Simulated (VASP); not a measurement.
The input files of a VASP run:

INCAR:
```
! general
SYSTEM  = CuN
PREC    = Accurate
ENCUT   = 520
LREAL   = .FALSE.
LASPH   = .TRUE.

! electronic loop
EDIFF   = 1E-6
NELM    = 100
ALGO    = Normal
LMAXMIX = 4

! smearing
ISMEAR  = 1
SIGMA   = 0.1

! functional
GGA     = PS

! ions
IBRION  = 2
NSW     = 60
ISIF    = 3
EDIFFG  = -0.01

! output
LWAVE   = .FALSE.
LCHARG  = .FALSE.
```

POSCAR:
```
CuN
1
   -0.0000000000     2.0566106119     2.0566106119
    2.0566106119     0.0000000000     2.0566106119
    2.0566106119     2.0566106119     0.0000000000
N Cu
1 1
Direct
  0.0000000000   0.0000000000   0.0000000000
  0.5000000000   0.5000000000   0.5000000000
```

File KPOINTS:
```
Regular mesh
0
gamma
 14 14 14
```

POTCAR, in this order: N Cu (PBE.64 set). Program: vasp_std.

**Question.** Write an equivalent input for Quantum ESPRESSO's pw.x.

**Answer.** One equivalent input (not run):
```
&CONTROL
  calculation = 'vc-relax'
  pseudo_dir = './pseudo'
  outdir = './out'
  tprnfor = .true.
  tstress = .true.
  nstep = 60
  forc_conv_thr = 0.00039
/
&SYSTEM
  ibrav = 0
  nat = 2
  ntyp = 2
  ecutwfc = 92
  occupations = 'smearing'
  smearing = 'methfessel-paxton'
  degauss = 0.00735
  input_dft = 'pbesol'
/
&ELECTRONS
  conv_thr = 7.3e-08
  electron_maxstep = 100
/
&IONS
/
&CELL
/
ATOMIC_SPECIES
  N 14.007 N.upf
  Cu 63.546 Cu.upf
CELL_PARAMETERS angstrom
    -0.0000000    2.0566106    2.0566106
     2.0566106    0.0000000    2.0566106
     2.0566106    2.0566106    0.0000000
ATOMIC_POSITIONS crystal
  N    0.0000000  0.0000000  0.0000000
  Cu   0.5000000  0.5000000  0.5000000
K_POINTS automatic
  14 14 14 0 0 0
```
What does not carry over: the potentials are each code's own (VASP's PAW set, PseudoDojo norm-conserving files in pw.x), so ENCUT and ecutwfc are chosen apart and not converted; conv_thr bounds pw.x's estimated SCF error, while EDIFF bounds the energy change between steps; forc_conv_thr acts on force components and is met together with etot_conv_thr.

The structure was generated: CuN was put into the rocksalt type (Fm-3m), which need not be its known phase. This run relaxes it. Symmetry was kept, so distortions that lower it aren't found. The start is the result of an earlier pass.
